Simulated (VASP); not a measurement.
# Ni: surface energy and work function by face, part 2 of 2

Which face of Ni is cheapest, and which holds its electrons hardest?

VASP 6.6.1, plane waves and PAW; the level of theory is named at each step.

Still holding for the runs below: The magnetic state follows from one typed start and may not be the lowest.

So far. Step 6 (Relaxing the slab, 7 atoms, face Ni(100)): The run ended after 7 ionic steps, 0.022 eV below its first step, once the forces on the free atoms met EDIFFG = -0.03. Step 7 (Vacuum level and density of states, 7 atoms, face …): The vacuum level lies 5.05 eV above the Fermi level at the upper face; both faces agree, as the slab has next to no dipole.

### 8. Surface relaxation, 9 atoms, face Ni(110)

System of this step: Ni(110). The cell holds 9 atoms: 9 Ni. Its edges and angles: a = 3.461 Å, b = 2.447 Å, c = 24.788 Å, α = 90.0°, β = 90.0°, γ = 90.0°. It derives from Ni. 9 layers of fcc Ni, cut at this functional's lattice. Vacuum lies along c.

Contents of INCAR:

```
SYSTEM = Ni
PREC = Normal
ENCUT = 320
EDIFF = 1E-05
NELM = 120
ISMEAR = 1
SIGMA = 0.15
LREAL = .FALSE.
ALGO = Fast
GGA = PS
NBANDS = 66
ISPIN = 2
MAGMOM = 1 1 1 1 1 1 1 1 1
LASPH = .TRUE.
LMAXMIX = 4
LORBIT = 11
LWAVE = .FALSE.
LCHARG = .FALSE.
KPAR = 4
IBRION = 2
NSW = 40
ISIF = 2
EDIFFG = -0.03
POTIM = 0.4
MAXMIX = 40
```

Contents of POSCAR:

```
Ni
1.0
    3.4606795448      0.0000000000      0.0000000000
    0.0000000000      2.4470699736      0.0000000000
    0.0000000000      0.0000000000     24.7882798946
Ni
9
Direct
    0.0000000000      0.0000000000      0.3025623400
    0.5000000000      0.5000000000      0.3519217600
    0.0000000000      0.0000000000      0.4012811700
    0.5000000000      0.5000000000      0.4506405900
    0.0000000000      0.0000000000      0.5000000000
    0.5000000000      0.5000000000      0.5493594100
    0.0000000000      0.0000000000      0.5987188300
    0.5000000000      0.5000000000      0.6480782400
    0.0000000000      0.0000000000      0.6974376600
```

Contents of KPOINTS:

```
Automatic mesh
0
Gamma
9 12 1
0 0 0
```

PAW data sets: Ni (PBE family, release 64).

Command:

```bash
$ mpirun -np 4 vasp_std
```

Wall time 10 min (4 MPI ranks of Intel Xeon Platinum 8259CL at 2.50GHz (Skylake/Cascade Lake), shared host); peak memory 1.6 GiB; 41 min of CPU time.

The run keeps the 8 symmetry operations of its start, so it cannot find a distortion of lower symmetry.

Step by step:

```csv
step,energy less that of the first step (eV),largest force (eV/Å)
1,0.0000,0.6704
2,-0.0473,0.4361
3,-0.0734,0.1669
4,-0.0750,0.1547
5,-0.0750,0.1487
6,-0.0776,0.0557
7,-0.0784,0.0331
8,-0.0785,0.0403
9,-0.0789,0.0281
```

The atoms that moved most (Å):

```csv
atom,dx,dy,dz,length
Ni1,0.000,0.000,0.076,0.076
Ni9,0.000,0.000,-0.076,0.076
Ni8,0.000,0.000,0.046,0.046
Ni2,0.000,0.000,-0.046,0.046
Ni7,0.000,0.000,0.009,0.009
Ni3,0.000,0.000,-0.009,0.009
```

The relaxed structure:

```cif
data_structure
_symmetry_space_group_name_H-M 'P 1'
_symmetry_Int_Tables_number 1
_cell_length_a 3.4607
_cell_length_b 2.4471
_cell_length_c 24.7883
_cell_angle_alpha 90.000
_cell_angle_beta 90.000
_cell_angle_gamma 90.000
_cell_volume 209.92
loop_
_atom_site_label
_atom_site_type_symbol
_atom_site_fract_x
_atom_site_fract_y
_atom_site_fract_z
_atom_site_occupancy
Ni1 Ni 0.00000 0.00000 0.30565 1
Ni2 Ni 0.50000 0.50000 0.35005 1
Ni3 Ni 0.00000 0.00000 0.40093 1
Ni4 Ni 0.50000 0.50000 0.45053 1
Ni5 Ni 0.00000 0.00000 0.50000 1
Ni6 Ni 0.50000 0.50000 0.54947 1
Ni7 Ni 0.00000 0.00000 0.59907 1
Ni8 Ni 0.50000 0.50000 0.64995 1
Ni9 Ni 0.00000 0.00000 0.69435 1
```

Spin moment in the PAW sphere by atom:

```csv
atom,spin moment in the PAW sphere (μB)
Ni1,0.730
Ni2,0.629
Ni3,0.626
Ni4,0.633
Ni5,0.613
Ni6,0.633
Ni7,0.626
Ni8,0.629
Ni9,0.730
```

The run ended after 9 ionic steps, 0.079 eV below its first step, once the forces on the free atoms met EDIFFG = -0.03.

### 9. Vacuum level and density of states, 9 atoms, face Ni(110)

Contents of INCAR:

```
SYSTEM = Ni
PREC = Normal
ENCUT = 320
EDIFF = 1E-06
NELM = 120
ISMEAR = 1
SIGMA = 0.15
LREAL = .FALSE.
ALGO = Fast
GGA = PS
NBANDS = 66
ISPIN = 2
MAGMOM = 1 1 1 1 1 1 1 1 1
LASPH = .TRUE.
LMAXMIX = 4
LORBIT = 11
LWAVE = .FALSE.
LCHARG = .TRUE.
KPAR = 4
IDIPOL = 3
LDIPOL = .TRUE.
DIPOL = 0.5 0.5 0.5
LVHAR = .TRUE.
LVACPOTAV = .TRUE.
NEDOS = 1500
```

Contents of POSCAR:

```
Ni
1.0
    3.4606795448      0.0000000000      0.0000000000
    0.0000000000      2.4470699736      0.0000000000
    0.0000000000      0.0000000000     24.7882798946
Ni
9
Direct
    0.0000000000      0.0000000000      0.3056474328
    0.5000000000      0.5000000000      0.3500460974
    0.0000000000      0.0000000000      0.4009296570
    0.5000000000      0.5000000000      0.4505337769
    0.0000000000      0.0000000000      0.5000000000
    0.5000000000      0.5000000000      0.5494662231
    0.0000000000      0.0000000000      0.5990703430
    0.5000000000      0.5000000000      0.6499539026
    0.0000000000      0.0000000000      0.6943525672
```

KPOINTS is that of step 8.

Command:

```bash
$ mpirun -np 4 vasp_std
```

Wall time 5.2 min (4 MPI ranks); peak memory 1.6 GiB; 20 min of CPU time.

The planar average of the electrostatic potential oscillates, so the rows of the table below give means over windows of 1.26 Å about each position, cut where the curve ends. Its maxima inside the range that stand out by 2 % of the span (Å: eV): 8.1: -8.96, 9.3: -6.24, 10.6: -6.72, 11.8: -6.85, 13.0: -6.85, 14.2: -6.72, 15.5: -6.24, 16.6: -8.96. Its minima: 7.6: -12.4, 8.6: -12.9, 10.0: -12.6, 11.1: -12.7, 12.4: -12.7, 13.7: -12.7, 14.8: -12.6, 16.2: -12.9, 17.2: -12.4.

Zero at the Fermi level. Planar average of the electrostatic potential against height; means over each step:

```csv
height (Å),planar average of the electrostatic potential (eV)
0.63,4.63
1.89,4.63
3.15,4.63
4.41,4.62
5.67,4.32
6.93,-2.67
8.19,-11.2
9.45,-9.59
10.71,-9.89
11.97,-9.92
13.23,-9.91
14.49,-9.83
15.75,-9.75
17.01,-10.2
18.27,1.72
19.53,4.52
20.79,4.63
22.05,4.63
23.31,4.63
24.57,4.63
```

The map of layer states is cut here 0.5 eV above the Fermi level, so it leaves out the states above that.

The vacuum level lies 4.63 eV above the Fermi level at the upper face; both faces agree, as the slab has next to no dipole.

The program found no field-free point at its default tolerance, and its printed vacuum level lies off the flat part of the planar average, by -0.03 eV at the upper face; the levels here are read from the flat part.

On this mesh the fine structure of the density of states is sampling noise, and high empty states may be cut by the number of bands.

### 10. The faces side by side

This step: surfaces of a metal, PBEsol; plane waves and PAW (VASP 6.6.1).

Derived from the runs above.

Symmetric slabs, all atoms free. All faces:

```csv
face,layers,area a surface atom (Å²),work function (eV),surface energy as cut (J/m²),surface energy relaxed (J/m²),change of the top spacing (%),moment of the top atom (μB)
Ni(111),7,5.186,5.205,2.303,2.296,-1.26,0.693
Ni(100),7,5.988,5.053,2.673,2.642,-3.33,0.727
Ni(110),9,8.469,4.634,2.813,2.739,-10.05,0.73
```

Each surface energy is the slab's energy less its number of atoms times the bulk energy of -6.1462 eV, over twice the cell's area.

### 11. Summary of results

```
Ni(111) : 2.30 J/m², 5.20 eV
Ni(100) : 2.64 J/m², 5.05 eV
Ni(110) : 2.74 J/m², 4.63 eV
```

What this shows: The cheapest face is Ni(111) at 2.30 J/m², against 2.64 for Ni(100) and 2.74 for Ni(110). The work functions are 5.20 eV for Ni(111), 5.05 eV for Ni(100) and 4.63 eV for Ni(110). The densest face has the highest work function, as the smoothing of the electron density over an open face lowers the surface dipole. The densest face is also the cheapest, since it cuts the fewest bonds an area. The top spacing changes by -1.3 % on Ni(111), -3.3 % on Ni(100) and -10.1 % on Ni(110), the most on the most open face. The top atom holds 0.69 μB on Ni(111), 0.73 μB on Ni(100) and 0.73 μB on Ni(110). One thickness was run for each face, and bulk and slab meshes don't match, which leaves some hundredths of a J/m². The cells are 1 × 1 and can't reconstruct.

[Lines on the potential files, build, host, timing and source positions are cut from VASP's logs without a mark.]

[Logs are printed without paths, hosts, clocks, repeated set-up lines and the standing remarks that a program may print on its own settings, such as how far it seeks lower states.]

[Hosts, paths, dates, database ids (printed as entryN), source tags and the programs' standing remarks are cut or masked in the printed files.]

[Runs that stopped without an error message from VASP are left out.]
